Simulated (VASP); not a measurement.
# VMoS3: relaxation of cell and atoms with PBE

Crystal: VMoS3.

```
V Mo S
1.0
     4.27118    0.00000    0.00000
     0.00000    4.27118    0.00000
     0.00000    0.00000    5.55593
V Mo S
1 1 3
Direct
  0.00000 0.00000 0.47617
  0.50000 0.50000 0.04871
  0.00000 0.00000 0.85630
  0.50000 0.00000 0.33041
  0.00000 0.50000 0.33041
```

The cell was built by a generator and needn't be a form met in nature.

- Program: VASP 6.6.1
- Task: relaxation of cell and atoms
- Functional: PBE
- Potentials or basis: VASP PAW PBE potentials, release 64 (V_sv, Mo_sv, S)
- Cutoff: 520 eV
- k mesh: 3 × 3 × 3
- Occupations: gaussian, width 0.15 eV
- Spin: collinear spin, ferromagnetic start
- Starting moments: [2.0, 1.0, 0.0, 0.0, 0.0] μB
- Further INCAR settings: PREC = Normal; ALGO = Fast; EDIFF = 0.0001; IBRION = 2; EDIFFG = -0.08; NSW = 24; ISIF = 3

- Relaxed volume: 21.96 Å³/atom
- Relaxed cell: a = 4.445 Å, b = 4.445 Å, c = 5.558 Å, α = 90.00°, β = 90.00°, γ = 90.00°
- Space group after relaxing (to 0.05 Å): P4mm (No. 99)
- Energy gained by relaxing: 165.5 meV/atom
- Ionic steps: 18
- Pressure after relaxing: 0.3 GPa
- Largest force after relaxing: 0.039 eV/Å
- Band gap on the k mesh: none (metal or under the smearing width)
- Net moment: 4.55 μB per cell
- Site moments: V +1.57; Mo +2.57; S -0.11, -0.08 μB
- Valence electrons inside the program's atomic spheres: V 11.59; Mo 12.19; S 3.69, 3.75

Forces on the atoms (eV/Å):
```
V    0.000  0.000  0.039
Mo   0.000  0.000  0.013
S    0.000  0.000  0.023
S    0.000  0.000 -0.037
S    0.000  0.000 -0.037
```

Stress tensor (GPa, compression positive):
```
0.26 0.00 0.00
0.00 0.26 0.00
0.00 0.00 0.45
```

The path:
| step | energy change (eV) | largest force (eV/Å) | pressure (GPa) | volume (Å³) |
| --- | --- | --- | --- | --- |
| 1 | 0.0000 | 3.0296 | -2.49 | 101.36 |
| 2 | -0.5249 | 0.6305 | 2.38 | 96.81 |
| 3 | -0.5291 | 0.6349 | 3.20 | 96.41 |
| 4 | -0.6436 | 0.6544 | 2.09 | 101.11 |
| 5 | -0.6246 | 1.2234 | -2.54 | 110.19 |
| 6 | -0.6859 | 0.9001 | -0.46 | 105.25 |
| 7 | -0.7215 | 0.8363 | -0.59 | 108.15 |
| 8 | -0.7244 | 0.6051 | -0.43 | 107.54 |
| 9 | -0.7654 | 0.4547 | 0.41 | 106.96 |
| 10 | -0.7897 | 0.2752 | 1.67 | 106.24 |
| 11 | -0.8158 | 0.1326 | 0.50 | 108.24 |
| 12 | -0.8200 | 0.1899 | 0.06 | 109.14 |
| 13 | -0.8151 | 0.3698 | -0.92 | 110.94 |
| 14 | -0.8203 | 0.2519 | -0.58 | 109.74 |
| 15 | -0.8204 | 0.2224 | -0.40 | 109.49 |
| 16 | -0.8249 | 0.1990 | -0.28 | 109.79 |
| 17 | -0.8262 | 0.1817 | -0.21 | 110.13 |
| 18 | -0.8277 | 0.0388 | 0.32 | 109.81 |

Final structure:
```
V Mo S
1.0
     4.44492    0.00000    0.00000
     0.00000    4.44492    0.00000
     0.00000    0.00000    5.55775
V Mo S
1 1 3
Direct
  0.00000 0.00000 0.45729
  0.50000 0.50000 0.12036
  0.00000 0.00000 0.83963
  0.50000 0.00000 0.31236
  0.00000 0.50000 0.31236
```

Levels at points of the mesh, in eV from the Fermi level:
Spin up:
| k point | band 23 | band 24 | band 25 | band 26 | band 27 | band 28 |
| --- | --- | --- | --- | --- | --- | --- |
| (0.00, 0.00, 0.00) | -0.87 | 0.51 | 0.65 | 0.65 | 0.94 | 1.37 |
Spin down:
| k point | band 16 | band 17 | band 18 | band 19 | band 20 | band 21 | band 22 | band 23 | band 24 | band 25 |
| --- | --- | --- | --- | --- | --- | --- | --- | --- | --- | --- |
| (0.00, 0.00, 0.00) | -2.78 | -2.78 | -2.60 | -2.43 | -2.43 | -0.80 | 0.82 | 1.26 | 1.33 | 1.85 |

Run time: 120 s on 1 thread of Intel(R) Xeon(R) 6975P-C (Granite Rapids), on a shared host, peak memory 0.18 GiB.

Caveat: the k mesh is coarse (spacing up to 0.49 Å⁻¹), so the values aren't converged; the relaxation stopped at a loose force limit of 0.08 eV/Å, so its end isn't a converged minimum. With open d or f shells a metallic result of PBE can be an artefact of self-interaction; +U or a hybrid may open a gap.
